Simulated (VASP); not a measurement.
Here is the system:

```yaml
crystal:
  lattice:
    - [0.00000, 3.31666, 3.31666]
    - [3.31666, 0.00000, 3.31666]
    - [3.31666, 3.31666, 0.00000]
  atoms:
    - { symbol: In, position: [0.00000, 0.00000, 0.00000] }
    - { symbol: Sb, position: [0.25000, 0.25000, 0.25000] }
```

Method: PBE GGA, VASP's PBE PAW potentials (set 64) (plane waves; VASP). Settings: 520 eV cut-off, 6×6×6 Γ-centred mesh, Gaussian smearing of 0.050 eV, potentials In_d Sb.

Unless said otherwise, spin-orbit coupling is left out, though it shifts the bands of the heavy elements here.

Q: What does the run give for the energy per atom (σ→0), band gap (on the k-mesh) with the smallest direct gap where there is one?

A: 
```
Property                                                     Value
------------------------  ----------------------------------------
band gap (on the k-mesh)  none (metal, semimetal or under 0.01 eV)
energy per atom (σ→0)                               -3.466 eV/atom
```

The absolute energy has meaning only against runs of the same code, potentials and settings.

The compound is InSb in the zinc blende structure. It was relaxed first, which changed the volume by +7 %.
